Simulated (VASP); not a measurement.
An input for Quantum ESPRESSO's pw.x (written as the equivalent of a VASP run, and not itself run):

```
&CONTROL
  calculation = 'vc-relax'
  pseudo_dir = './pseudo'
  outdir = './out'
  tprnfor = .true.
  tstress = .true.
  nstep = 60
  forc_conv_thr = 0.00039
/
&SYSTEM
  ibrav = 0
  nat = 2
  ntyp = 2
  ecutwfc = 74
  occupations = 'smearing'
  smearing = 'methfessel-paxton'
  degauss = 0.00735
  input_dft = 'pbesol'
/
&ELECTRONS
  conv_thr = 7.3e-08
  electron_maxstep = 100
/
&IONS
/
&CELL
/
ATOMIC_SPECIES
  W 183.840 W.upf
  Al 26.982 Al.upf
CELL_PARAMETERS angstrom
    -0.0000000    2.8720668    2.8720668
     2.8720668    0.0000000    2.8720668
     2.8720668    2.8720668    0.0000000
ATOMIC_POSITIONS crystal
  W    0.0000000  0.0000000  0.0000000
  Al   0.2500000  0.2500000  0.2500000
K_POINTS automatic
  10 10 10 0 0 0
```

### Question
Write the VASP files for the same calculation (PBEsol).

### Answer
One answer among several that fit: 
KPOINTS:
```
K-points
0
gamma
  10 10 10
```

File POSCAR:
```
WAl
1.0
  0.0000000000   2.8720668209   2.8720668209
  2.8720668209   0.0000000000   2.8720668209
  2.8720668209   2.8720668209   0.0000000000
W Al
1 1
Cartesian
  0.0000000000   0.0000000000   0.0000000000
  1.4360334105   1.4360334105   1.4360334105
```

**INCAR**
```
ENCUT = 400   # plane-wave cut-off (eV)
LCHARG = .False.
PREC = Accurate
ISIF = 3
LASPH = .True.
GGA = PS
EDIFF = 1E-6
NSW = 60
SYSTEM = WAl
LREAL = .False.   # projection in real space or not
EDIFFG = -0.01
LWAVE = .False.
ALGO = Normal   # blocked Davidson
ISMEAR = 1
IBRION = 2
LMAXMIX = 6   # l cut-off of mixed one-centre charges
NELM = 100
SIGMA = 0.1   # width (eV)
```

POTCAR, in this order: W_sv Al (PBE.64 set). Program: vasp_std.

The two are equivalent in intent, not identical: the potentials are each code's own (VASP's PAW set, PseudoDojo norm-conserving files in pw.x), so ENCUT and ecutwfc are chosen apart and not converted; conv_thr bounds pw.x's estimated SCF error, while EDIFF bounds the energy change between steps; forc_conv_thr acts on force components and is met together with etot_conv_thr.

The structure was generated: WAl was put into the zinc blende type (F-43m), which need not be its known phase. It was relaxed first, which changed the volume by -32 %. The start is the result of an earlier pass.
